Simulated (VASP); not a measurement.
```xyz
4
Lattice="-1.3832 1.3832 4.6830 1.3832 -1.3832 4.6830 1.3832 1.3832 -4.6830" Properties=species:S:1:pos:R:3 pbc="T T T"
Rh     0.0000     0.0000     7.0244
Rh     0.0000     1.3832     0.0000
B      0.0000     0.0000     1.5547
B      0.0000     1.3832     3.8962
```

All values below come from PBE GGA, VASP's PBE PAW potentials (set 64) (plane waves; VASP). Run with 520 eV cut-off, 14×14×14 Γ-centred mesh, first-order Methfessel-Paxton smearing of 0.10 eV, potentials Rh_pv B.

**Question.** Predict the energy per atom (σ→0), pressure, band gap (on the k-mesh) with the smallest direct gap where there is one.

**Answer.** 
- band gap (on the k-mesh): none (metal, semimetal or under 0.01 eV)
- energy per atom (σ→0): -7.016 eV/atom
- pressure: 56.67 GPa

The absolute energy has meaning only against runs of the same code, potentials and settings.

The structure was generated: BRh was put into the NbAs type (I4_1md), which need not be its known phase. The cell was not relaxed at this level.
